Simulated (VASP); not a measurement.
Input:

```xyz
4
Lattice="3.2912 0.0000 0.0000 -1.6456 2.8502 0.0000 0.0000 0.0000 8.4243" Properties=species:S:1:pos:R:3 pbc="T T T"
Nb     0.0000     1.9002     0.3236
Nb     1.6456     0.9501     4.5358
As     0.0000     1.9002     2.8355
As     1.6456     0.9501     7.0477
```

Method: PBEsol GGA, VASP's PBE PAW potentials (set 64) (plane waves; VASP 6.6.1). Numerical set-up: 400 eV cut-off, Gaussian smearing of 0.050 eV, potentials Nb_sv As.

Question: Give the energies of bands 11 to 21 at the high-symmetry points, in eV from the Fermi level.

Answer: 
```tsv
band	Γ	M	K	A	L	H
11	-5.66	-5.34	-4.49	-4.84	-5.01	-4.16
12	-4.10	-4.93	-3.87	-4.84	-5.01	-4.16
13	-1.17	-3.12	-3.87	-0.83	-3.26	-3.81
14	-0.84	-3.06	-3.74	-0.83	-3.26	-3.81
15	-0.84	-1.78	-2.45	-0.71	-1.33	-2.36
16	-0.56	-1.60	-2.45	-0.71	-1.33	-2.36
17	-0.56	-0.40	-0.50	-0.71	-1.10	-0.49
18	-0.47	-0.31	-0.46	-0.71	-1.10	-0.49
19	0.80	0.19	0.46	1.07	1.11	-0.07
20	0.80	1.17	0.46	1.07	1.11	-0.07
21	1.44	2.34	1.42	1.07	3.13	2.62
```

It has no gap at this level: it comes out as a metal or semimetal.

The structure was generated: NbAs was put into the wurtzite type (P6_3mc), which need not be its known phase. It was relaxed first, which changed the volume by -43 %.
